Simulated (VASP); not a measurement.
Data:

```
CELL_PARAMETERS angstrom
      5.16490     0.00000     0.00000
     -2.58245     4.47293     0.00000
      0.00000     0.00000     4.21618
ATOMIC_POSITIONS crystal
  Fe 0.83922 0.67844 0.25000
  Fe 0.16078 0.32156 0.75000
  Fe 0.16078 0.83922 0.75000
  Fe 0.83922 0.16078 0.25000
  Fe 0.32156 0.16078 0.25000
  Fe 0.67844 0.83922 0.75000
  Ge 0.33333 0.66667 0.25000
  Ge 0.66667 0.33333 0.75000
```

Level of theory: r2SCAN meta-GGA, VASP's PBE PAW potentials (set 64) (plane waves; VASP 6.6.1). Settings: 400 eV cut-off, 8×8×8 Γ-centred mesh, tetrahedra with Blöchl corrections, potentials Fe Ge_d.

The run has a spin-polarised start.

Give the spin-up energies of bands 37 to 50 at the high-symmetry points, in eV from the Fermi level.

```json
[
 {"band": "37", "Γ": "-2.26", "M": "-2.43", "K": "-2.36", "A": "-2.08", "L": "-2.43", "H": "-2.28"},
 {"band": "38", "Γ": "-2.22", "M": "-2.31", "K": "-2.36", "A": "-2.08", "L": "-2.43", "H": "-2.28"},
 {"band": "39", "Γ": "-2.22", "M": "-2.30", "K": "-2.25", "A": "-2.08", "L": "-2.22", "H": "-2.18"},
 {"band": "40", "Γ": "-1.37", "M": "-2.19", "K": "-2.25", "A": "-2.08", "L": "-2.22", "H": "-2.18"},
 {"band": "41", "Γ": "-1.32", "M": "-2.07", "K": "-1.83", "A": "-1.25", "L": "-1.62", "H": "-1.81"},
 {"band": "42", "Γ": "-1.31", "M": "-1.33", "K": "-1.83", "A": "-1.25", "L": "-1.62", "H": "-1.81"},
 {"band": "43", "Γ": "-1.20", "M": "-1.30", "K": "-1.32", "A": "-1.25", "L": "-1.33", "H": "-1.36"},
 {"band": "44", "Γ": "-1.18", "M": "-0.41", "K": "0.61", "A": "-1.25", "L": "-1.33", "H": "-1.36"},
 {"band": "45", "Γ": "-0.50", "M": "1.06", "K": "0.61", "A": "-0.94", "L": "-0.53", "H": "-1.26"},
 {"band": "46", "Γ": "-0.50", "M": "1.28", "K": "1.62", "A": "-0.94", "L": "-0.53", "H": "-1.26"},
 {"band": "47", "Γ": "0.46", "M": "1.40", "K": "1.76", "A": "-0.94", "L": "-0.04", "H": "2.01"},
 {"band": "48", "Γ": "0.46", "M": "1.56", "K": "1.76", "A": "-0.94", "L": "-0.04", "H": "2.01"},
 {"band": "49", "Γ": "2.21", "M": "2.62", "K": "2.49", "A": "1.95", "L": "5.41", "H": "4.00"},
 {"band": "50", "Γ": "3.28", "M": "4.70", "K": "3.28", "A": "1.95", "L": "5.41", "H": "4.00"}
]
```

Give the spin-down energies of bands 37 to 50 at the high-symmetry points, in eV from the Fermi level.

```
band     Γ     M     K     A     L     H
----  ----  ----  ----  ----  ----  ----
37    1.61  1.31  1.35  1.46  1.28  1.73
38    1.61  1.62  1.64  1.46  1.28  1.73
39    2.04  1.65  1.64  1.96  1.89  1.73
40    2.04  1.71  1.66  1.96  1.89  1.73
41    2.10  1.88  1.77  1.96  1.90  1.97
42    2.12  2.00  1.77  1.96  1.90  1.97
43    2.15  2.19  2.06  2.19  2.09  1.99
44    2.27  2.68  3.13  2.19  2.09  1.99
45    2.60  2.98  3.13  2.27  2.35  2.04
46    2.60  3.22  3.41  2.27  2.35  2.04
47    2.60  3.40  3.72  2.27  2.90  4.02
48    2.60  3.88  4.28  2.27  2.90  4.02
49    3.68  4.50  4.28  4.08  6.16  5.38
50    5.12  6.00  4.68  4.08  6.16  5.38
```

It has no gap at this level: it comes out as a metal or semimetal.

The structure comes from a computed database's Fe3Ge entry (P6_3/mmc); how it stands against other phases isn't given here. It was relaxed first.
